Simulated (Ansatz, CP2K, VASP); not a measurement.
# Na4SrCaSi2: programs and potentials compared

```xyz
8
Lattice="5.2991 0.0000 0.0000 0.0000 5.2991 0.0000 0.0000 0.0000 7.4317" Properties=species:S:1:pos:R:3 pbc="T T T"
Sr    0.0000    0.0000    0.0000
Ca    2.6496    2.6496    3.7159
Si    0.0000    2.6496    1.9150
Si    2.6496    0.0000    5.5167
Na    0.0000    0.0000    3.7159
Na    2.6496    2.6496    0.0000
Na    0.0000    2.6496    5.5227
Na    2.6496    0.0000    1.9090
```

The cell comes from a database or a generator and needn't be the stable form of this composition.

Alike in all runs: task single point; functional PBEsol; k mesh 5 × 5 × 4; occupations gaussian, width 0.1 eV; no spin polarisation; no spin-orbit coupling. Pressure is positive in compression and, in plane waves, holds the error of the finite cutoff, which Ansatz's Pulay term estimates and takes out.

```csv
program and potentials,plane-wave cutoff (eV),notes,pressure (GPa),largest force (eV/Å)
"Ansatz, Ansatz PAW",420,"potentials made for PBE, which Ansatz adapts in part; 8 valence electrons an atom on average",-0.87,0.102
"VASP, PBE PAW files Ca_pv, Na, Si, Sr_sv, 500 eV",500,potentials made for PBE; 3.75 valence electrons an atom on average,?,?
"CP2K, POTENTIAL_UZH Sr GTH-PBE-q10, Ca GTH-PBE-q10, Si GTH-PBE-q4, Na GTH-PBE-q9; TZVP-MOLOPT-PBE-GTH basis",-,atomic basis; potentials made for PBE; 8 valence electrons an atom on average,-0.55,0.059
```

Q: Estimate from the other rows what the run with VASP, PBE PAW files Ca_pv, Na, Si, Sr_sv, 500 eV gave.

A: Pressure -0.93 GPa; largest force 0.100 eV/Å. The other rows, which needn't bracket it: pressure -0.87 to -0.55; largest force 0.059 to 0.102.
